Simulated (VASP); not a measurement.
Computed with PBE GGA, VASP's PBE PAW potentials (set 64) (plane waves; VASP). Each cell was relaxed at this level, without spin-orbit coupling.

Task: Which of these comes out without a gap?
(A) CaS, Fm-3m (225)
(B) PbSe, Fm-3m (225)
(C) CuZn, Pm-3m (221)
(D) Se, P3_121 (152)

Result: C, CuZn, Pm-3m (221). The others have gaps of 2.38 eV (CaS, Fm-3m (225)), 0.97 eV (Se, P3_121 (152)), 0.43 eV (PbSe, Fm-3m (225)).
